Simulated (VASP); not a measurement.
Here is the system:

```yaml
crystal:
  lattice:
    - [-1.50678, 1.50678, 1.50678]
    - [1.50678, -1.50678, 1.50678]
    - [1.50678, 1.50678, -1.50678]
  atoms:
    - { symbol: V, position: [0.00000, 0.00000, 0.00000] }
```

All values below come from revPBE GGA, VASP's PBE PAW potentials (set 64) (plane waves; VASP). Settings: 520 eV cut-off, 17×17×17 Γ-centred mesh, first-order Methfessel-Paxton smearing of 0.10 eV, potentials V_sv.

Q: What does the run give for the energy per atom (σ→0), band gap (on the k-mesh) with the smallest direct gap where there is one?

A: 
band gap (on the k-mesh): none (metal, semimetal or under 0.01 eV)
energy per atom (σ→0): -8.609 eV/atom

The compound is V in the bcc structure. It was relaxed first. The run is not spin-polarised, so no magnetic state was tried.
